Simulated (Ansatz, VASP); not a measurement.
# MgTiTe3: VASP beside Ansatz, part 2 of 2

One calculation is typed for both programs; each brings its own data sets. How far apart do they land? The cell is generated by rule, not measured, and may not be a known phase. The cell is taken from a series of runs on this material, whose earlier steps may have relaxed, scaled, displaced or heated it; both programs get it as it stands.

VASP 6.6.1 and Ansatz 0.2.0.

So far: Starting point; VASP: zone-centre phonons, PBE with D3(BJ).

The structure was built from a prototype and need not be the compound's stable phase.

## Step 3: Ansatz: zone-centre phonons, PBE with D3(BJ)

Level of this step: Ansatz beside VASP: Kohn-Sham DFT, plane waves, PBE with D3(BJ) (Ansatz).

Ansatz runs on its default PAW (the set named soft_2) files.

The same cell, functional, mesh and smearing now go to Ansatz, which takes its cutoff from its data sets.

The input, input.yaml:

```yaml
crystal:
  lattice:
    - [4.6113588427, 0.0, 0.0]
    - [0.0, 4.4230217355, 3.3885342099]
    - [0.0, -4.4230217355, 3.3885342099]
  atoms:
    - { symbol: Mg, position: [0.0, 0.0852390184, 0.0852390184] }
    - { symbol: Ti, position: [0.5, 0.4751522155, 0.4751522155] }
    - { symbol: Te, position: [0.5, 0.952393614, 0.3404891991] }
    - { symbol: Te, position: [0.5, 0.3404891991, 0.952393614] }
    - { symbol: Te, position: [0.0, 0.6633956163, 0.6633956163] }
kpoints:
  mp_grid: { grid: [8, 8, 8] }
hamiltonian:
  xc: pbe
  dispersion: d3bj
scf:
  occupations: { method: methfessel_paxton, width: 0.2 }
output:
  eigenvalues: true
phonons:
  method: dfpt
```

The run is started by

```sh
$ ansatz run input.yaml --threads 8 --pin off --max-ram 14336MiB --backend cpu --events-out ev --progress --plain --runs-dir out
```

Numbers of over 12 decimals in the logs are rounded to 6 here.

What it wrote:

```text
zone centre: on kpoints.mp_grid the ground state, and the responses unless they are solved on pairs of k-points, stand on 170 of the mesh's 512 k-points, reduced under 2 symmetry operations, with k and −k counted as one. Each operation leaves every solved displacement unchanged or reverses it
Engine: ansatz 0.2.0, aarch64-unknown-linux-gnu
Pseudopotentials: kind: paw
Pseudopotential: Mg, paw, valence charge 10, recommended cutoff 420 eV (normal), Mg.paw.azcp
Pseudopotential: Ti, paw, valence charge 12, recommended cutoff 420 eV (normal), Ti.paw.azcp
Pseudopotential: Te, paw, valence charge 16, recommended cutoff 420 eV (normal), Te.paw.azcp
Functional definition: PBE
  parameter kappa = 0.804
  parameter beta = 0.066725
  exchange = pbe_x(kappa = kappa, mu = beta*pi^2/3)
  correlation = pbe_c(beta = beta)
Crystal: 5 atoms, lattice volume = 138.226 Å³
Basis set: ecut = 420 eV, 2679 PW (Γ), exchange–correlation on 64×80×80 points (8 copies of the dense FFT grid, shifted against one another)
Bands: 42, of which v1, the nominal top of the filled ones, is band 35 counted from 1 (34 counted from 0)
Symmetry: 4 space group operations
k-points: 170 of 512 (irreducible under 2 space group operations, time reversal used)
Non-local potential: Mg, projectors of the file, l = 0: 3, l = 1: 2, l = 2: 1
Non-local potential: Ti, projectors of the file, l = 0: 3, l = 1: 2, l = 2: 3, l = 3: 1
Non-local potential: Te, projectors of the file, l = 0: 2, l = 1: 2, l = 2: 2, l = 3: 2
PAW form: soft (Blöchl's): semilocal exchange-correlation on the pseudo side does not see the compensation charge
PAW one-centre angular grid: Mg, 110 points (default); XC on 64 Gauss nodes
PAW one-centre angular grid: Ti, 590 points (default); XC on 64 Gauss nodes
PAW one-centre angular grid: Te, 590 points (default); XC on 64 Gauss nodes
Initial density: superposition of atomic densities (neutral atoms: chi_scale 0, normalization atom), corrected by the library's trained network
Initial wavefunctions: pseudopotential atomic-orbital guess
Functional: x = pbe(κ = 0.804, μ = 0.219515), c = pbe(β = 0.066725)
SCF iter   1: F=—  HF=-25367.689246 eV  |F-HF|=—  |Δ(HF+E_count)|=         —  Δρ=5.35e-3  dr2=8.14e-2  ethr=1.77e-3  ⟨swp⟩=6.6  Hψ=27704  notcnv=0
preconditioner: auto → LDOS  [metal: Δε(μ)=0.001 eV  Ē_g=6.731 eV  σ=0.200 eV  W_gap=0.01  n_scr=34 (ndim 8)  ℏωp=15.5 eV  f_vac=0.029  D(μ)=3.10/eV (n_scr^D=22)  β→1.0]
SCF iter   2: F=—  HF=-25367.683731 eV  |F-HF|=—  |Δ(HF+E_count)|=   5.52e-3  S|Δr|=    0.00e0  Δρ=2.50e-3  dr2=1.70e-2  ethr=1.16e-4  ⟨swp⟩=2.3  Hψ=13118  notcnv=0
SCF iter   3: F=—  HF=-25367.681543 eV  |F-HF|=—  |Δ(HF+E_count)|=   2.19e-3  S|Δr|=    0.00e0  Δρ=9.91e-4  dr2=2.41e-3  ethr=2.42e-5  ⟨swp⟩=2.1  Hψ=11723  notcnv=0
SCF iter   4: F=—  HF=-25367.681297 eV  |F-HF|=—  |Δ(HF+E_count)|=   2.47e-4  S|Δr|=    0.00e0  Δρ=1.78e-4  dr2=6.04e-5  ethr=3.45e-6  ⟨swp⟩=1.7  Hψ=8299  notcnv=0
SCF iter   5: F=—  HF=-25367.681291 eV  |F-HF|=—  |Δ(HF+E_count)|=   5.09e-6  S|Δr|=    0.00e0  Δρ=4.19e-5  dr2=3.35e-6  ethr=8.63e-8  ⟨swp⟩=2.0  Hψ=11441  notcnv=0
SCF iter   6: F=—  HF=-25367.681295 eV  |F-HF|=—  |Δ(HF+E_count)|=   3.74e-6  S|Δr|=    0.00e0  Δρ=1.34e-5  dr2=2.79e-7  ethr=4.79e-9  ⟨swp⟩=2.4  Hψ=12685  notcnv=0
SCF iter   7: F=—  HF=-25367.681295 eV  |F-HF|=—  |Δ(HF+E_count)|=   4.45e-8  S|Δr|=    0.00e0  Δρ=4.63e-6  dr2=3.96e-8  ethr=3.99e-10  ⟨swp⟩=2.0  Hψ=11618  notcnv=0
SCF iter   8: F=—  HF=-25367.681295 eV  |F-HF|=—  |Δ(HF+E_count)|=   5.50e-9  S|Δr|=    0.00e0  Δρ=1.11e-6  dr2=1.89e-9  ethr=5.65e-11  ⟨swp⟩=2.0  Hψ=11517  notcnv=0
SCF iter   9: F=—  HF=-25367.681295 eV  |F-HF|=—  |Δ(HF+E_count)|=  8.08e-10  S|Δr|=    0.00e0  Δρ=3.60e-7  dr2=1.81e-10  ethr=2.70e-12  ⟨swp⟩=2.0  Hψ=11948  notcnv=0
SCF iter  10: F=—  HF=-25367.681295 eV  |F-HF|=—  |Δ(HF+E_count)|=  1.46e-10  S|Δr|=    0.00e0  Δρ=1.27e-7  dr2=2.18e-11  ethr=1.00e-12  ⟨swp⟩=2.7  Hψ=11792  notcnv=0
SCF iter  11: F=-25367.681295 eV  HF=-25367.681295 eV  |F-HF|=3.64e-12  |Δ(HF+E_count)|=  3.64e-12  S|Δr|=    0.00e0  Δρ=4.01e-8  dr2=1.92e-12  ethr=1.00e-12  ⟨swp⟩=7.6  Hψ=34344  notcnv=0
SCF 1 converged in 11 iterations: F = -25367.681295 eV  dr2 = 1.92e-12
  greatest PAW one-centre occupation: 1.000 electrons in one spin orbital (limit 2), on the Mg atom at site 0 (counted from 0), in its partial waves of l = 0
DFPT response loops at Γ: preconditioner auto → Kerker (q_TF=auto, 2.436 Å⁻¹) (partly filled bands, converged f_vac=0.028); β = 1.00, the filter's whole step (`scf.mixing.beta` (0.50) is not read by the response loops under this deck's `scf.mixing.preconditioner`; to damp them name `kerker` or `kerker_dos`, under which they read `scf.mixing.beta`, and type it under 1.00, their step now; both keys bind the ground state too); Broyden in place of MSR1
SCF converged after 11 iterations
Stability not checked: this state was not tested for a lower state beside it, because cold or Methfessel-Paxton smearing, or corrected tetrahedra, fill the levels in a way that the test cannot read (fill_not_monotonic; see scf.lower_state_search)
Free energy (F): -25367.681295 eV
Harris-Foulkes:  -25367.681295 eV  (|F-HF|=3.64e-12)
Internal energy: -25367.686550 eV  (E = F + TS)
E sigma→0 (E₀):  -25367.682609 eV
Entropy (-TS):   0.005255 eV (1.051 meV/atom)
Fermi energy:    9.289869 eV
Step filling:    the computed levels leave a gap of 0.0050 eV = 0.0 smearing widths at the electron count; against every level under it full and every level over it empty, smearing changes F+E_penalty+E_count by +1.892 meV and its σ→0 estimate by +0.578 meV
--- Per-component energies (eV) ---
  E_band       = -1306.174855
  E_kinetic    = 891.996529
  E_local      = -6481.813744  (includes V_loc(G=0)·N_el)
  E_nonlocal   = -825.134491
  E_hartree    = 3461.795169
  E_xc         = -500.188222
  E_vxc        = -473.047503  (∫ρ·V_xc dr)
  E_paw        = -15328.855306  (= ΣΔE_a)
  E_vpaw       = -1341.765548  (= ΣTr[D̂ρ^β])
  E_aug_tail   = -0.000450  (compensation charges beyond the density's cutoff)
  E_ewald      = -6583.358869
  E_disp       = -2.127167  (pairwise vdW)
  E_smearing   = 0.005255  (= −TS)
  E_closure    = 0.000000  (closes the sum)
  Σ components = -25367.681295   (vs F -25367.681295, Δ=0.00e0)
--- Band table (eV; the first three rows and the last of 170) ---
  k-point 0: bands = [... 31 lower, 6.9362, 8.1641, 8.1794, 9.2709, 9.6335, 9.7900, 10.1764, 10.5168, ... 3 higher]
  k-point 1: bands = [... 31 lower, 6.9042, 8.0710, 8.1393, 9.3296, 9.4330, 9.7509, 10.2209, 10.5389, ... 3 higher]
  k-point 2: bands = [... 31 lower, 6.8139, 7.8301, 8.0655, 9.0189, 9.4607, 9.7754, 10.2941, 10.7079, ... 3 higher]
  k-point 169: bands = [... 31 lower, 6.9116, 7.3555, 8.9766, 9.5112, 9.6016, 9.6332, 10.2096, 10.3579, ... 3 higher]
--- Phonons (Γ-DFPT): 12 representative perturbations + reference, on 170 of 512 k-points (Σ response iterations 42) ---
  k mesh reduced under 2 symmetry operations, with k and −k counted as one. Each operation leaves every solved displacement unchanged or reverses it
  ASR residual: 3.104e-5 → 0.000e0 eV/Å²; symmetrization residual: 1.102e-5 eV/Å²
  pairwise dispersion correction: d3bj (s6 = 1.0, s8 = 0.7875, a1 = 0.4289, a2_bohr = 4.4407), with the weights of each atom's references fixed at the reference crystal's, and the forces and stress that the weights' published response gives there kept as a pressure on the atom's counted neighbours (hamiltonian.dispersion)
  ASR residual per site (eV/Å²): 2.26e-5 3.10e-5 8.89e-6 8.89e-6 6.64e-6
  Γ frequencies (cm⁻¹): 0.00 0.00 0.00 53.72 62.81 76.92 87.76 89.09 121.74 141.75 181.85 193.80 220.54 230.02 253.42
  non-analytic LO–TO correction: not included (Born effective charges unavailable; polar crystals: no LO–TO splitting at Γ)
```

## Step 4: Comparison

Known differences besides the potentials themselves: the data sets hold 70 valence electrons in Ansatz (on its default PAW (the set named soft_2) files) and 32 in VASP; the cutoff is 420 eV in Ansatz and 600 eV in VASP; Ansatz takes the dispersion share of the force constants at frozen C6 weights, VASP differentiates the full forces; VASP uses finite displacements, Ansatz perturbation theory. Total energies have different zeros and are not compared.

Compared:

| quantity | Ansatz | VASP | difference |
| --- | --- | --- | --- |
| optical mode 1 (cm⁻¹) | 53.7 | 54.0 | -0.51 % |
| optical mode 2 (cm⁻¹) | 62.8 | 62.9 | -0.10 % |
| optical mode 3 (cm⁻¹) | 76.9 | 76.8 | +0.12 % |
| optical mode 4 (cm⁻¹) | 87.8 | 87.8 | -0.08 % |
| optical mode 5 (cm⁻¹) | 89.1 | 89.1 | +0.00 % |
| optical mode 6 (cm⁻¹) | 121.7 | 121.7 | +0.06 % |
| optical mode 7 (cm⁻¹) | 141.8 | 142.3 | -0.37 % |
| optical mode 8 (cm⁻¹) | 181.8 | 182.2 | -0.22 % |
| optical mode 9 (cm⁻¹) | 193.8 | 194.5 | -0.36 % |
| optical mode 10 (cm⁻¹) | 220.5 | 220.7 | -0.09 % |
| optical mode 11 (cm⁻¹) | 230.0 | 230.6 | -0.24 % |
| optical mode 12 (cm⁻¹) | 253.4 | 253.6 | -0.09 % |

Modes are paired by rising frequency, not by their patterns, so a pair may set unlike modes beside each other; they are those without the splitting of longitudinal modes.

## Step 5: Results

| Property | Result |
| --- | --- |
| r.m.s. difference of the optical zone-centre modes, each program's sorted by frequency (zone-centre phonons, PBE with D3(BJ)) | 0.34 cm⁻¹ |
| difference in optical mode 1 (zone-centre phonons, PBE with D3(BJ)) | -0.5 % |

What this shows: The r.m.s. difference of the optical zone-centre modes, each program's sorted by frequency is 0.34 cm⁻¹ (zone-centre phonons, PBE with D3(BJ)). The data sets hold unlike numbers of valence electrons (70 in Ansatz and 32 in VASP), so part of the differences comes from the potentials. Among the rows given in per cent, the largest difference of the zone-centre phonons, PBE with D3(BJ) pair is in optical mode 1, -0.5 %. How closely two codes agree says nothing of how well the functional describes the real material.

[Lines on the potential files, build, host, timing and source positions are cut from VASP's logs without a mark.]

[Logs are printed without paths, hosts, clocks, repeated set-up lines and the standing remarks that a program may print on its own settings, such as how far it seeks lower states.]

[Hosts, paths, dates, database ids (printed as entryN), source tags and the programs' standing remarks are cut or masked in the printed files.]
